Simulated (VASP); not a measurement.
Input:

```yaml
crystal:
  lattice:
    - [4.12608, 0.00000, 0.00000]
    - [0.00000, 4.12608, 0.00000]
    - [0.00000, 0.00000, 4.12608]
  atoms:
    - { symbol: Rb, position: [0.00000, 0.00000, 0.00000] }
    - { symbol: Br, position: [0.50000, 0.50000, 0.50000] }
```

These are r2SCAN meta-GGA, VASP's PBE PAW potentials (set 64) (plane waves; VASP) values and carry that method's errors. Numerical set-up: 400 eV cut-off, 7×7×7 Γ-centred mesh, tetrahedra with Blöchl corrections, potentials Rb_sv Br.

Question: Give the energies of bands 6 to 11 at the high-symmetry points, in eV from the valence-band maximum.

Answer: 
| band | Γ | X | M | R |
|---|---|---|---|---|
| 6 | -0.15 | -1.70 | -1.06 | -1.34 |
| 7 | -0.15 | -0.22 | -1.06 | -1.34 |
| 8 | -0.15 | -0.22 | 0.00 | -1.34 |
| 9 | 4.83 | 7.46 | 5.93 | 8.88 |
| 10 | 6.12 | 7.81 | 6.91 | 8.88 |
| 11 | 6.12 | 8.37 | 8.67 | 8.88 |

The gap is indirect, 4.83 eV, from the valence maximum at M to the conduction minimum at Γ.

The structure comes from a computed database's RbBr entry (Pm-3m); how it stands against other phases isn't given here. The cell was not relaxed at this level.
